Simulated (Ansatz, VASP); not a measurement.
SbOs: VASP beside Ansatz

The input INCAR:

```
SYSTEM = SbOs
ALGO = Normal
EDIFF = 1E-7
ENCUT = 520
GGA = PE
ISIF = 2
ISMEAR = -1
LASPH = .TRUE.
LCHARG = .FALSE.
LREAL = .FALSE.
LWAVE = .FALSE.
NBANDS = 14
NELM = 60
PREC = Accurate
SIGMA = 0.05
```

File KPOINTS:

```
k-points
0
G
  12 12 12
  0 0 0
```

The input POSCAR:

```
SbOs
1.0
    2.6472833967      0.0000000000      0.0000000000
    0.0000000000      2.6472833967      0.0000000000
    0.0000000000      0.0000000000      2.6472833967
Os Sb
1 1
Direct
    0.0000000000      0.0000000000      0.0000000000
    0.5000000000      0.5000000000      0.5000000000
```

Input for Ansatz:

```yaml
crystal:
  lattice:
    - [2.6472833967, 0.0, 0.0]
    - [0.0, 2.6472833967, 0.0]
    - [0.0, 0.0, 2.6472833967]
  atoms:
    - { symbol: Os, position: [0.0, 0.0, 0.0] }
    - { symbol: Sb, position: [0.5, 0.5, 0.5] }
kpoints:
  mp_grid: { grid: [12, 12, 12] }
scf:
  occupations: { method: fermi_dirac, width: 0.05 }
hamiltonian:
  xc: pbe
  pseudopotentials: { kind: all_electron, lapw: { basis_error: 0.001 } }
output:
  forces: true
  stress: true
  eigenvalues: true
  populations: true
```

Change from the starting cell: volume scaled by 0.52, LAPW.

Alike in both runs: task single point; functional PBE; k mesh 12 × 12 × 12; occupations fermi-dirac, width 0.05 eV; no spin polarisation.

|  | VASP | Ansatz |
| --- | --- | --- |
| version | VASP 6.6.1 | Ansatz 0.2.0 |
| potentials or method | VASP PAW PBE potentials, release 64 (Os, Sb) | all-electron LAPW, scalar-relativistic |
| plane-wave cutoff (eV) | 520 | see its input |

|  | VASP | Ansatz | Ansatz less VASP |
| --- | --- | --- | --- |
| pressure (GPa) | 593.4 | 568.8 | -24.60 |

Ansatz ran all-electron here, so the differences hold the error of VASP's frozen core and of both bases.

Caveats: the cell as given lies far from equilibrium; so large a pressure means that the cell lies far from this level's equilibrium, or that cutoff or potentials fall short (VASP). Spin-orbit coupling is left out, which matters for the levels of Os, Sb.
